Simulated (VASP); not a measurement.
Input:

```
ZrN
1.0
    0.00000     2.28663     2.28663
    2.28663     0.00000     2.28663
    2.28663     2.28663     0.00000
Zr N
1 1
Direct
  0.00000   0.00000   0.00000
  0.50000   0.50000   0.50000
```

The numbers are results of LDA (Ceperley-Alder, Perdew-Zunger), VASP's LDA PAW potentials (set 64) (plane waves; VASP 6.6.1), not measurements. Numerical set-up: 520 eV cut-off, 14×14×14 Γ-centred mesh, first-order Methfessel-Paxton smearing of 0.10 eV, potentials Zr_sv N.

The job: ZrN (rock salt), 2 atoms, LDA, static run, 520 eV, 14×14×14 Γ-centred mesh. Roughly how much core time does it take on a busy server core?

About 10 core-seconds (one run on a shared machine, a rough figure). It had 104 irreducible k-points, 12 bands, up to 656 plane waves and 13 electronic steps.

The compound is ZrN in the rock salt structure. This cell is one point of a volume scan, at 1.03 of the reference volume.
